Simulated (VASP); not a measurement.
Data:

```
BaHfO3
1.0
    4.15490     0.00000     0.00000
    0.00000     4.15490     0.00000
    0.00000     0.00000     4.15490
Ba Hf O
1 1 3
Direct
  0.00000   0.00000   0.00000
  0.50000   0.50000   0.50000
  0.50000   0.00000   0.50000
  0.00000   0.50000   0.50000
  0.50000   0.50000   0.00000
```

The numbers are results of PBEsol GGA, VASP's PBE PAW potentials (set 64) (plane waves; VASP 6.6.1), not measurements. Numerical set-up: 620 eV cut-off, 6×6×6 Γ-centred mesh, Gaussian smearing of 0.050 eV, potentials Ba_sv Hf_pv O.

Unless said otherwise, spin-orbit coupling is left out, though it shifts the bands of the heavy elements here.

Q: What does the run give for the energy per atom (σ→0), band gap (on the k-mesh) with the smallest direct gap where there is one?

A: 
```json
{
  "band gap (on the k-mesh)": "3.50 eV",
  "smallest direct gap (on the k-mesh)": "3.70 eV",
  "energy per atom (σ→0)": "-878.5 kJ/mol of atoms"
}
```

The compound is BaHfO3 in the cubic perovskite structure. It was relaxed first.
